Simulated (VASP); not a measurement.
Consider the following.

```yaml
crystal:
  lattice:
    - [0.00000, 2.03455, 2.03455]
    - [2.03455, 0.00000, 2.03455]
    - [2.03455, 2.03455, 0.00000]
  atoms:
    - { symbol: Ag, position: [0.00000, 0.00000, 0.00000] }
```

The numbers are results of PBE GGA with D3 dispersion (Becke-Johnson damping), VASP's PBE PAW potentials (set 64) (plane waves; VASP 6.6.1), not measurements. Run with 520 eV cut-off, Gaussian smearing of 0.050 eV, potentials Ag.

Problem. Give the energies of bands 1 to 7 at the high-symmetry points, in eV from the Fermi level.

Solution. 
```
band      Γ      X      U      L      W
----  -----  -----  -----  -----  -----
1     -7.92  -6.58  -6.14  -6.53  -5.82
2     -4.91  -6.44  -5.71  -4.93  -5.19
3     -4.91  -3.08  -4.18  -4.93  -5.19
4     -4.91  -2.83  -3.63  -3.04  -3.85
5     -3.85  -2.83  -3.12  -3.04  -2.83
6     -3.85   1.53   4.27  -0.49   5.95
7     15.99   6.78   5.25   3.61   5.95
```

It has no gap at this level: it comes out as a metal or semimetal.

The compound is Ag in the fcc structure. It was relaxed first.
